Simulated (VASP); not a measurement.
All values below come from LDA (Ceperley-Alder, Perdew-Zunger), VASP's LDA PAW potentials (set 64) (plane waves; VASP).

Input for VASP

**KPOINTS**
```
Automatic mesh
0
Gamma
5 5 3
0 0 0
```

**POSCAR**
```
Ta2C
1
    3.1148900000     0.0000000000     0.0000000000
   -1.5574450000     2.6975740000     0.0000000000
    0.0000000000     0.0000000000     4.9393000000
Ta C
2 1
Direct
  0.3333330000   0.6666670000   0.2539000000
  0.6666670000   0.3333330000   0.7461000000
  0.0000000000   0.0000000000   0.0000000000
```

INCAR:
```
SYSTEM  =  Ta2C
PREC  =  Accurate; ENCUT  =  400; LREAL  =  F
LASPH  =  T
EDIFF  =  1E-6; NELM  =  100; ALGO  =  Normal
LMAXMIX  =  6
ISMEAR  =  0; SIGMA  =  0.2
ISIF  =  2
LWAVE  =  F; LCHARG  =  F
```

POTCAR, in this order: Ta_pv C (LDA.64 set). Program: vasp_std.

### Question
What will the output report for the number of irreducible k-points (NKPTS), largest plane-wave count, number of space-group operations, FFT grid (NGX, NGY, NGZ)?

### Answer

```json
{
  "number of irreducible k-points (NKPTS)": "12",
  "largest_plane_wave_count": "761",
  "number_of_space_group_operations": "12",
  "FFT grid (NGX, NGY, NGZ)": "20 × 20 × 32"
}
```

The structure comes from a computed database's Ta2C entry (P-3m1); how it stands against other phases isn't given here. The cell was not relaxed at this level. The k-mesh is coarse (spacing up to 0.47 per Å, 2π included), so the numbers may not be converged in it. The run is one of a series of settings (KPOINTS 5×5×3 Γ-centred mesh against the base run), some of them coarse on purpose.
